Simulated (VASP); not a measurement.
Output of a VASP run:

**OSZICAR**
```
...
RMM:   2    -0.335195227774E+03   -0.16184E-03   -0.23591E-03   328   0.102E-01    0.429E-02
RMM:   3    -0.335195240576E+03   -0.12802E-04   -0.52718E-04   335   0.474E-02    0.207E-02
RMM:   4    -0.335195244829E+03   -0.42524E-05   -0.97467E-05   307   0.214E-02
  48 F= -.33519524E+03 E0= -.33519524E+03  d E =-.717775E-03
       N       E                     dE             d eps       ncg     rms          rms(c)
DAV:   1    -0.335195257642E+03   -0.17065E-04   -0.25639E-03   360   0.103E-01    0.144E-02
RMM:   2    -0.335195262075E+03   -0.44333E-05   -0.63285E-05   266   0.170E-02    0.784E-03
RMM:   3    -0.335195262549E+03   -0.47395E-06   -0.14617E-05   198   0.783E-03    0.430E-03
RMM:   4    -0.335195262717E+03   -0.16839E-06   -0.26711E-06   181   0.348E-03
  49 F= -.33519526E+03 E0= -.33519526E+03  d E =-.735664E-03
       N       E                     dE             d eps       ncg     rms          rms(c)
DAV:   1    -0.335195683848E+03   -0.42130E-03   -0.36570E-02   336   0.389E-01    0.628E-02
RMM:   2    -0.335195766568E+03   -0.82720E-04   -0.10529E-03   328   0.721E-02    0.292E-02
RMM:   3    -0.335195779516E+03   -0.12948E-04   -0.23363E-04   333   0.336E-02    0.151E-02
RMM:   4    -0.335195782482E+03   -0.29658E-05   -0.44459E-05   246   0.153E-02
  50 F= -.33519578E+03 E0= -.33519578E+03  d E =-.519764E-03
       N       E                     dE             d eps       ncg     rms          rms(c)
DAV:   1    -0.335195824676E+03   -0.45160E-04   -0.71738E-03   336   0.172E-01    0.277E-02
RMM:   2    -0.335195841750E+03   -0.17074E-04   -0.21431E-04   329   0.324E-02    0.133E-02
RMM:   3    -0.335195844521E+03   -0.27710E-05   -0.47117E-05   250   0.151E-02    0.749E-03
RMM:   4    -0.335195844997E+03   -0.47628E-06   -0.72901E-06   195   0.645E-03
  51 F= -.33519584E+03 E0= -.33519584E+03  d E =-.582280E-03
       N       E                     dE             d eps       ncg     rms          rms(c)
DAV:   1    -0.335195879995E+03   -0.35474E-04   -0.68588E-02   336   0.522E-01    0.819E-02
RMM:   2    -0.335195985822E+03   -0.10583E-03   -0.18386E-03   328   0.848E-02    0.386E-02
RMM:   3    -0.335195990229E+03   -0.44074E-05   -0.44614E-04   333   0.404E-02    0.192E-02
RMM:   4    -0.335195994923E+03   -0.46942E-05   -0.91061E-05   275   0.184E-02
  52 F= -.33519599E+03 E0= -.33519599E+03  d E =-.149926E-03
       N       E                     dE             d eps       ncg     rms          rms(c)
DAV:   1    -0.335196041064E+03   -0.50835E-04   -0.85093E-03   336   0.185E-01    0.289E-02
RMM:   2    -0.335196054656E+03   -0.13592E-04   -0.22523E-04   328   0.294E-02    0.134E-02
RMM:   3    -0.335196054644E+03    0.12453E-07   -0.48740E-05   226   0.138E-02    0.586E-03
RMM:   4    -0.335196055020E+03   -0.37633E-06   -0.91300E-06   185   0.599E-03
  53 F= -.33519606E+03 E0= -.33519606E+03  d E =-.210023E-03
       N       E                     dE             d eps       ncg     rms          rms(c)
DAV:   1    -0.335196199603E+03   -0.14496E-03   -0.36584E-02   344   0.391E-01    0.563E-02
RMM:   2    -0.335196258750E+03   -0.59148E-04   -0.85323E-04   328   0.625E-02    0.260E-02
RMM:   3    -0.335196263174E+03   -0.44236E-05   -0.19032E-04   333   0.293E-02    0.121E-02
RMM:   4    -0.335196265169E+03   -0.19951E-05   -0.36174E-05   228   0.133E-02
  54 F= -.33519627E+03 E0= -.33519627E+03  d E =-.210149E-03
```

File OUTCAR:
```
------------------------ aborting loop because EDIFF is reached ----------------------------------------
  FORCE on cell =-STRESS in cart. coord.  units (eV):
  Direction    XX          YY          ZZ          XY          YZ          ZX
  --------------------------------------------------------------------------------------
  Total       21.0237783     21.0611370     35.7119937     -3.0343894     -1.6065093     -1.5876159
  in kB       25.7464772     25.7922281     43.7341957     -3.7160227     -1.9673892     -1.9442518
  external PRESSURE =      31.7576337 kB  Pullay stress =       0.0000000 kB
  volume of cell :     1308.29
      direct lattice vectors                 reciprocal lattice vectors
    10.937074700  0.000000000  0.000000000     0.091432127  0.000000000  0.000000000
     0.000000000 10.937074700  0.000000000     0.000000000  0.091432127  0.000000000
     0.000000000  0.000000000 10.937074700     0.000000000  0.000000000  0.091432127
 POSITION                                       TOTAL-FORCE (eV/Angst)
 -----------------------------------------------------------------------------------
      5.48480     10.90260     10.89031        -0.000181      0.001005     -0.001581
      6.86901      1.32515      1.31096        -0.002418      0.006045     -0.006349
      8.27155      2.72301      0.01051        -0.001558      0.000991      0.001144
      9.60947      4.11386      1.34292         0.000230     -0.000779      0.001368
      8.19884     10.91180      2.72091         0.000485      0.000176      0.002942
      9.56603      1.36319      4.08063        -0.005223      0.003252     -0.015275
     10.92969     10.92943     10.88871         0.001669      0.004627      0.000949
      1.34629      1.34603      1.34439        -0.001315     -0.001970     -0.010548
      2.71835      2.71980     10.93230         0.003757     -0.001289     -0.002138
      4.10115      4.10125      1.33504         0.002579      0.001637     -0.003065
      5.46192      5.46235     10.90799        -0.000372     -0.001242      0.005955
      6.83474      6.83473      1.32557         0.000313      0.000041      0.000319
      8.19268      8.19328     10.87011         0.003968      0.003394      0.010089
      9.56065      9.56117      1.32540        -0.001830     -0.004219      0.003756
      2.73139     10.92349      2.69910        -0.002717     -0.000163     -0.001520
      4.11254      1.34608      4.02237         0.000742     -0.005968     -0.000421
      5.48829      2.68777      2.64906         0.000473     -0.006033     -0.000226
      6.88492      4.07041      3.95317        -0.003648      0.001706      0.002595
      8.23618      5.47586      2.66770        -0.001009      0.003553     -0.002858
      9.54831      6.84117      4.09391        -0.000322     -0.003626     -0.001581
      5.45551      0.00304      5.42775        -0.006589      0.003125      0.004405
      6.79451      1.38040      6.80783         0.005329     -0.001498     -0.000717
      8.17899      2.74251      5.43258        -0.000328      0.000626      0.002739
      9.56865      4.09985      6.79720         0.003718     -0.004590     -0.001392
      8.18960     10.93285      8.14272         0.002189      0.000647     -0.002670
      9.57688      1.35254      9.51213         0.004247      0.001266      0.005934
     10.90466      5.48388     10.88910        -0.001704     -0.000242     -0.001030
      1.32559      6.86817      1.31036         0.006930     -0.003101      0.000284
      2.72376      8.26913      0.00936         0.003745     -0.000254      0.001600
      4.11520      9.60573      1.34234        -0.002616      0.000787      0.000456
     10.92640      2.73082      2.70173        -0.004703     -0.001044      0.001209
      1.34831      4.11283      4.02510        -0.004430      0.004325     -0.003362
      2.68821      5.48839      2.65000        -0.006164      0.003252     -0.001928
      4.06978      6.88495      3.95544         0.000113     -0.004682     -0.000918
      5.47658      8.23482      2.66993         0.006374     -0.001180     -0.004987
      6.84148      9.54881      4.09534        -0.002162     -0.000723     -0.002621
      0.05492      0.05492      5.45384         0.001391      0.000781      0.000814
      1.49221      1.49127      6.75248         0.006205      0.006923     -0.001510
      2.89570      2.89291      5.29168        -0.005249     -0.003201      0.001796
      4.54928      4.54496      7.51809        -0.005877     -0.002530     -0.010072
      5.32762      5.32667      5.13884         0.011289      0.005188     -0.010480
      6.57812      6.57702      6.80446        -0.005785     -0.003849      0.005743
      8.12183      8.12141      5.50156        -0.001057     -0.000369      0.006143
      9.57754      9.57755      6.77628         0.002392      0.004472      0.003692
      2.72816      0.01354      8.14766         0.002985     -0.004140      0.000981
      4.07250      1.29811      9.59903         0.000187      0.003458      0.001374
      5.53514      2.63250      8.37622         0.001506      0.003991     -0.008271
      6.88138      4.06385      9.63184        -0.002078     -0.001624      0.002031
      8.13335      5.40581      8.15725        -0.004916      0.003605      0.003354
      9.53629      6.81581      9.47746        -0.006938     -0.001022     -0.001006
     10.91109      8.19786      2.71953        -0.000979     -0.000322     -0.002492
      1.36080      9.56633      4.07732         0.010339     -0.003329     -0.004613
      0.00226      5.45622      5.42742         0.004629     -0.005669      0.005518
      1.37751      6.79762      6.80701         0.000751     -0.001880     -0.001792
      2.74014      8.18102      5.43171        -0.000433     -0.000162     -0.001548
      4.09929      9.56795      6.79638        -0.001671      0.010355      0.002101
...
```
(Selected blocks of OUTCAR.)

### POSCAR
```
CSi64
1
   10.9370747004     0.0000000000     0.0000000000
    0.0000000000    10.9370747004     0.0000000000
   -0.0000000000    -0.0000000000    10.9370747004
Si C
64 1
Direct
  0.5000000000   0.0000000000   0.0000000000
  0.6250000000   0.1250000000   0.1250000000
  0.7500000000   0.2500000000   0.0000000000
  0.8750000000   0.3750000000   0.1250000000
  0.7500000000   0.0000000000   0.2500000000
  0.8750000000   0.1250000000   0.3750000000
  0.0000000000   0.0000000000   0.0000000000
  0.1250000000   0.1250000000   0.1250000000
  0.2500000000   0.2500000000   0.0000000000
  0.3775150000   0.3754490000   0.1218540000
  0.5000000000   0.5000000000   0.0000000000
  0.6250000000   0.6250000000   0.1250000000
  0.7500000000   0.7500000000   0.0000000000
  0.8750000000   0.8750000000   0.1250000000
  0.2500000000   0.0000000000   0.2500000000
  0.3781340000   0.1259710000   0.3745890000
  0.5018630000   0.2545270000   0.2512590000
  0.6205650000   0.3716820000   0.3763380000
  0.7500000000   0.5000000000   0.2500000000
  0.8750000000   0.6250000000   0.3750000000
  0.5000000000   0.0000000000   0.5000000000
  0.6250000000   0.1250000000   0.6250000000
  0.7500000000   0.2500000000   0.5000000000
  0.8750000000   0.3750000000   0.6250000000
  0.7500000000   0.0000000000   0.7500000000
  0.8750000000   0.1250000000   0.8750000000
  0.0000000000   0.5000000000   0.0000000000
  0.1250000000   0.6250000000   0.1250000000
  0.2500000000   0.7500000000   0.0000000000
  0.3750000000   0.8750000000   0.1250000000
  0.0000000000   0.2500000000   0.2500000000
  0.1256190000   0.3750990000   0.3750620000
  0.2496260000   0.5004030000   0.2507050000
  0.3707220000   0.6222230000   0.3728170000
  0.5000000000   0.7500000000   0.2500000000
  0.6250000000   0.8750000000   0.3750000000
  0.0000000000   0.0000000000   0.5000000000
  0.1250000000   0.1250000000   0.6250000000
  0.2456050000   0.2464220000   0.4976550000
  0.3782640000   0.3704940000   0.6215440000
  0.4980750000   0.5003670000   0.4964480000
  0.6250000000   0.6250000000   0.6250000000
  0.7500000000   0.7500000000   0.5000000000
  0.8750000000   0.8750000000   0.6250000000
  0.2500000000   0.0000000000   0.7500000000
  0.3750000000   0.1250000000   0.8750000000
  0.5000000000   0.2500000000   0.7500000000
  0.6250000000   0.3750000000   0.8750000000
  0.7500000000   0.5000000000   0.7500000000
  0.8750000000   0.6250000000   0.8750000000
  0.0000000000   0.7500000000   0.2500000000
  0.1250000000   0.8750000000   0.3750000000
  0.0000000000   0.5000000000   0.5000000000
  0.1250000000   0.6250000000   0.6250000000
  0.2500000000   0.7500000000   0.5000000000
  0.3750000000   0.8750000000   0.6250000000
  0.0000000000   0.2500000000   0.7500000000
  0.1250000000   0.3750000000   0.8750000000
  0.2500000000   0.5000000000   0.7500000000
  0.3750000000   0.6250000000   0.8750000000
  0.5000000000   0.7500000000   0.7500000000
  0.6250000000   0.8750000000   0.8750000000
  0.0000000000   0.7500000000   0.7500000000
  0.1250000000   0.8750000000   0.8750000000
  0.3729950000   0.3733400000   0.3774520000
```

Task: Write an INCAR and KPOINTS that could have produced this output.

Result: One answer among several that fit: the input of the run itself, PBE GGA, plane waves, VASP's PBE PAW potentials (set 64).

INCAR:
```
# general
SYSTEM = CSi64
PREC   = Normal
ENCUT  = 400   # plane-wave cut-off (eV)
LREAL  = Auto   # projection in real space or not
LASPH  = .TRUE.
ISYM   = 0
NELECT = 262.0

# electronic loop
EDIFF  = 1E-5   # SCF stop (eV)
NELM   = 100
NELMIN = 4
ALGO   = Fast   # Davidson, then RMM-DIIS

# smearing
ISMEAR = 0   # Gaussian
SIGMA  = 0.05   # width (eV)

# functional
GGA    = PE   # PBE

# ions
IBRION = 2
NSW    = 60   # most ionic steps
ISIF   = 2   # forces and stress, cell fixed
EDIFFG = -0.03   # ionic stop

# output
LWAVE  = .FALSE.
LCHARG = .FALSE.
```

### KPOINTS
```
K-points
0
gamma
1 1 1
0 0 0
```

POTCAR, in this order: Si C (PBE.64 set). Program: vasp_gam.

At this cut-off the stress carries a Pulay error, which pulls relaxed volumes low. The cell is charged, with a uniform compensating background. The supercell is sampled at Γ alone, which is coarse: total energies, pressure and levels can be off, energies of defects by several tenths of an eV.

The cell is a supercell with a defect, built from Si (diamond): C_i, charge -2. The run is not spin-polarised, so no state with unpaired spins was tried.
